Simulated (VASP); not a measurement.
A run of VASP 6.6.1 is set up as follows.

The input INCAR:

```
ALGO = Normal ; EDIFF = 1E-7
ENCUT = 520 ; GGA = PE
ISIF = 2 ; ISMEAR = 0
LASPH = True ; LCHARG = False
LREAL = False ; LWAVE = False
NBANDS = 67 ; NELM = 100
PREC = Accurate ; SIGMA = 0.2
```

File KPOINTS:

```
k-points
0
Gamma
  4 4 4
```

The input POSCAR:

```
Ge3Rh
1.0
    5.1382110629      0.0000000000      0.0000000000
    0.0000000000      5.1382110629      0.0000000000
    0.0000000000      0.0000000000      5.1382110629
Ge Rh
6 2
Direct
    0.2500000000      0.0000000000      0.5000000000
    0.5000000000      0.7500000000      0.0000000000
    0.7500000000      1.0000000000      0.5000000000
    0.5000000000      0.2500000000      0.0000000000
    0.0000000000      0.5000000000      0.7500000000
    0.0000000000      0.5000000000      0.2500000000
    1.0000000000      0.0000000000      0.0000000000
    0.5000000000      0.5000000000      0.5000000000
```

Potentials or basis: VASP PAW PBE potentials, release 64 (Ge_d, Rh_pv).

Launch:

```bash
$ cat potpaw_PBE.64/Ge_d/POTCAR potpaw_PBE.64/Rh_pv/POTCAR > POTCAR
$ mpirun -np 1 vasp_std > vasp.out
```

Problem. Predict the band gap on the k mesh.

Solution. None (metal or under the smearing width).

Problem. Predict the pressure.

Solution. 0.2 GPa.
